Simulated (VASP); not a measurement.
# ZnRe2 (Fm-3m) in VASP: settings compared, part 2 of 2

VASP 6.6.1.

### Step 3. Relaxation of cell and atoms, revTPSS

Input file INCAR:

```
PREC     = Accurate       # precision mode
ENCUT    = 600            # plane-wave cutoff, eV
EDIFF    = 1E-6           # SCF threshold, eV
ISMEAR   = 1              # smearing method
SIGMA    = 0.1            # smearing width, eV
LREAL    = False          # projectors in reciprocal space
LASPH    = True           # aspherical terms in the spheres
NELM     = 60             # most SCF steps
ALGO     = Normal         # electronic algorithm
ISIF     = 3              # what is computed and relaxed
LWAVE    = False          # write WAVECAR
LCHARG   = False          # write CHGCAR
METAGGA  = RTPSS          # meta-GGA
LMIXTAU  = True         
IBRION   = 2              # ionic algorithm
NSW      = 40             # ionic steps
EDIFFG   = -0.01          # ionic threshold
```

Input file KPOINTS:

```
Automatic mesh
0
Gamma
  8 8 8
```

Input file POSCAR:

```
ZnRe2
1.0
    0.0000000000      2.8766070000      2.8766070000
    2.8766070000      0.0000000000      2.8766070000
    2.8766070000      2.8766070000      0.0000000000
Zn Re
1 2
Direct
    0.0000000000      0.0000000000      0.0000000000
    0.7500000000      0.7500000000      0.7500000000
    0.2500000000      0.2500000000      0.2500000000
```

Potentials or basis: VASP PAW PBE potentials, release 64 (Zn, Re).

Started as:

```bash
$ cat potpaw_PBE.64/Zn/POTCAR potpaw_PBE.64/Re/POTCAR > POTCAR
$ mpirun -np 1 vasp_std > vasp.out
```

OUTCAR:

```text
PREC = Accurate
   ENCUT = 600
   EDIFF = 1E-6
   ISMEAR = 1
   LREAL = False
   LASPH = True
   NELM = 60
   ISIF = 3
   METAGGA = RTPSS
   IBRION = 2
   NSW = 40
   EDIFFG = -0.01

 ion  position               nearest neighbor table
   1  0.000  0.000  0.000-   2 2.49   2 2.49   2 2.49   2 2.49   3 2.49   3 2.49   3 2.49   3 2.49

   2  0.750  0.750  0.750-   1 2.49   1 2.49   1 2.49   1 2.49   3 2.88   3 2.88   3 2.88   3 2.88
                             3 2.88   3 2.88
   3  0.250  0.250  0.250-   1 2.49   1 2.49   1 2.49   1 2.49   2 2.88   2 2.88   2 2.88   2 2.88
                             2 2.88   2 2.88

  LATTYP: Found a face centered cubic cell.
 ALAT       =     5.7532140000

  Lattice vectors:

 A1 = (   0.0000000000,   2.8766070000,   2.8766070000)
 A2 = (   2.8766070000,   0.0000000000,   2.8766070000)
 A3 = (   2.8766070000,   2.8766070000,   0.0000000000)

Analysis of symmetry for initial positions (statically):
=====================================================================
 Subroutine PRICEL returns:
 Original cell was already a primitive cell.

 Routine SETGRP: Setting up the symmetry group for a
[... 180 lines left out ...]
  -------------------------------------------------------------------------------------
  Total       -1.3848238     -1.3848238     -1.3848238      0.0000000     -0.0000000      0.0000000
  in kB      -46.6051083    -46.6051083    -46.6051083      0.0000000     -0.0000000      0.0000000
  external PRESSURE =     -46.6051083 kB  Pullay stress =       0.0000000 kB
[... 61 lines left out ...]
--------------------------------------- Ionic step        3  -------------------------------------------

 number of electron      25.9999992 magnetization

 Free energy of the ion-electron system (eV)
  ---------------------------------------------------
  ext. energy  EPLUGINS =         0.00000000
  ---------------------------------------------------
  free energy    TOTEN  =        60.29754715 eV

  energy without entropy =       60.29967247  energy(sigma->0) =       60.29825559

 E-fermi :   5.5308     XC(G=0): -13.0931

 val. band max:        5.5149507261   @ k =   0.3750   0.1250   0.0000
 cond. band min:       5.5675117696   @ k =   0.5000   0.2500   0.1250
 fundamental gap:      0.0525610435
 Fermi energy:         5.5308263740

 k-point     1 :       0.0000    0.0000    0.0000
  band No.  band energies     occupation
      1      -4.3205      2.00000
      2      -2.7218      2.00000
      3      -2.7218      2.00000
      4      -2.5417      2.00000
      5      -2.5417      2.00000
      6      -2.5417      2.00000
[... 457 lines left out ...]
      4      -2.5424      2.00000
      5      -2.4542      2.00000
      6      -1.1054      2.00000
[... 9 lines left out ...]
     16       6.1742     -0.00000
     17       6.5361     -0.00000

 [... further k-points ...]

------------------------ aborting loop because EDIFF is reached ----------------------------------------

  FORCE on cell =-STRESS in cart. coord.  units (eV):
  Direction    XX          YY          ZZ          XY          YZ          ZX
  --------------------------------------------------------------------------------------
  -------------------------------------------------------------------------------------
  Total       -0.0207106     -0.0207106     -0.0207106      0.0000000      0.0000000     -0.0000000
  in kB       -0.7106852     -0.7106852     -0.7106852      0.0000000      0.0000000     -0.0000000
  external PRESSURE =      -0.7106852 kB  Pullay stress =       0.0000000 kB
[... 18 lines left out ...]
  FREE ENERGIE OF THE ION-ELECTRON SYSTEM (eV)
  ---------------------------------------------------
  free  energy   TOTEN  =        60.2975471502 eV

  energy  without entropy=       60.2996724701  energy(sigma->0) =       60.29825559

 reached required accuracy - stopping structural energy minimisation
```

CONTCAR:

```text
ZnRe2
   1.00000000000000
     0.0000000000000000    2.8580208421120950    2.8580208421120950
     2.8580208421120950    0.0000000000000000    2.8580208421120950
     2.8580208421120950    2.8580208421120950   -0.0000000000000000
  Zn              Re
     1     2
Direct
     0.0000000000000000    0.0000000000000000    0.0000000000000000
     0.7500000000000000    0.7500000000000000    0.7500000000000000
     0.2500000000000000    0.2500000000000000    0.2500000000000000

  0.00000000E+00  0.00000000E+00  0.00000000E+00
  0.00000000E+00  0.00000000E+00  0.00000000E+00
  0.00000000E+00  0.00000000E+00  0.00000000E+00
```

It took 7.1 min on 1 thread of Intel Xeon Platinum 8559C (Emerald Rapids), shared host; peak memory 0.22 GiB.

What came out:

- Free energy: 60.2975 eV
- Relaxed volume: 15.56 Å³/atom
- Relaxed cell: a = 4.042 Å, b = 4.042 Å, c = 4.042 Å, α = 60.00°, β = 60.00°, γ = 60.00°
- Space group after relaxing (to 0.05 Å): Fm-3m (No. 225)
- Energy gained by relaxing: 4.7 meV/atom
- Ionic steps: 3
- Pressure after relaxing: -0.1 GPa
- Band gap on the k mesh: none (metal or under the smearing width)

Step by step:
| step | energy change (eV) | largest force (eV/Å) | pressure (GPa) | volume (Å³) |
| --- | --- | --- | --- | --- |
| 1 | 0.0000 | 0.0000 | -4.66 | 47.61 |
| 2 | 0.0714 | 0.0000 | 13.12 | 44.50 |
| 3 | -0.0140 | 0.0000 | -0.07 | 46.69 |

Final structure:
```
Zn Re
1.0
     0.00000    2.85802    2.85802
     2.85802    0.00000    2.85802
     2.85802    2.85802    0.00000
Zn Re
1 2
Direct
  0.00000 0.00000 0.00000
  0.75000 0.75000 0.75000
  0.25000 0.25000 0.25000
```

Caveat: the PAW data sets were made with another functional, which shifts forces and pressure a little.

### Step 4. Relaxation of cell and atoms, r2SCAN+D4

Input file INCAR:

```
SYSTEM = ZnRe2
ALGO = Normal
EDIFF = 1E-6
EDIFFG = -0.01
ENCUT = 600
IBRION = 2
ISIF = 3
ISMEAR = 1
IVDW = 13
LASPH = .True.
LCHARG = .False.
LMIXTAU = .True.
LREAL = .False.
LWAVE = .False.
METAGGA = R2SCAN
NELM = 60
NSW = 40
PREC = Accurate
SIGMA = 0.1
VDW_A1 = 0.51559235
VDW_A2 = 5.77342911
VDW_S6 = 1.0
VDW_S8 = 0.6018749
```

Input file KPOINTS:

```
k-points
0
Gamma
  8 8 8
  0 0 0
```

POSCAR is that of step 3.

Started as:

```bash
$ cat potpaw_PBE.64/Zn/POTCAR potpaw_PBE.64/Re/POTCAR > POTCAR
$ mpirun -np 1 vasp_std > vasp.out
```

It took 6.3 min on 1 thread of Intel Xeon Platinum 8559C (Emerald Rapids), shared host; peak memory 0.22 GiB.

The run converged. Its results:

```yaml
Free_energy: -110.4022 eV
Relaxed_volume: 15.74 Å³/atom
Relaxed_cell: a = 4.057 Å, b = 4.057 Å, c = 4.057 Å, α = 60.00°, β = 60.00°, γ = 60.00°
Space_group_after_relaxing_to_0.05_Å: Fm-3m (No. 225)
Energy_gained_by_relaxing: 0.8 meV/atom
Ionic_steps: 3
Pressure_after_relaxing: 0.0 GPa
Band_gap_on_the_k_mesh: none (metal or under the smearing width)
Dispersion_energy_per_atom: -0.180 eV
```

The path:
| step | energy change (eV) | largest force (eV/Å) | pressure (GPa) | volume (Å³) |
| --- | --- | --- | --- | --- |
| 1 | 0.0000 | 0.0000 | -1.94 | 47.61 |
| 2 | 0.0122 | 0.0000 | 5.11 | 46.29 |
| 3 | -0.0023 | 0.0000 | -0.02 | 47.23 |

Final structure:
```
Zn Re
1.0
     0.00000    2.86891    2.86891
     2.86891    0.00000    2.86891
     2.86891    2.86891    0.00000
Zn Re
1 2
Cartesian
  0.0000 0.0000 0.0000
  4.3034 4.3034 4.3034
  1.4345 1.4345 1.4345
```

Levels at points of the mesh, in eV from the Fermi level:
```tsv
k point	band 10	band 11	band 12	band 13	band 14	band 15	band 16	band 17
(0.00, 0.00, 0.00)	-3.69	-3.69	1.96	1.96	1.96	3.75	3.75	6.43
(0.50, 0.00, 0.00)	-1.70	-1.70	-0.88	-0.88	-0.75	-0.27	-0.27	0.26
(0.50, 0.50, 0.00)	-2.21	-1.29	-1.29	0.30	0.30	1.37	1.37	1.98
```

Caveat: the PAW data sets were made with another functional, which shifts forces and pressure a little; pairwise dispersion overbinds metals, which lowers pressure and volume.

### Step 5. Summary

```tsv
level	gap on the mesh (eV)	pressure (GPa)	relaxed volume (Å³/atom)
r2SCAN	none	0.0	15.85
revTPSS	none	-0.1	15.56
r2SCAN+D4	none	0.0	15.74
```

Alike in all rows: task relaxation of cell and atoms; potentials or basis VASP PAW PBE potentials, release 64 (Zn, Re); no spin polarisation; cell relaxed; k mesh 8 × 8 × 8; cutoff (eV) 600; smearing methfessel-paxton 0.1 eV.

Caveats: the PAW data sets were made with another functional, which shifts forces and pressure a little; pairwise dispersion overbinds metals, which lowers pressure and volume (some runs).

Absolute energies hang on the potentials; compare differences alone.
